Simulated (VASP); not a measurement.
Here is the system:

```yaml
crystal:
  lattice:
    - [0.00000, 2.74580, 2.74580]
    - [2.74580, 0.00000, 2.74580]
    - [2.74580, 2.74580, 0.00000]
  atoms:
    - { symbol: Ca, position: [0.00000, 0.00000, 0.00000] }
```

Level of theory: vdW-DF2, VASP's PBE PAW potentials (set 64) (plane waves; VASP). Numerical set-up: 520 eV cut-off, Gaussian smearing of 0.050 eV, potentials Ca_sv.

Q: Predict the band gap (along the path) with the smallest direct gap where there is one.

A: 
| Item | Result |
|---|---|
| band gap (along the path) | none (metal, semimetal or under 0.01 eV) |

The absolute energy has meaning only against runs of the same code, potentials and settings.

The compound is Ca in the fcc structure. It was relaxed first.
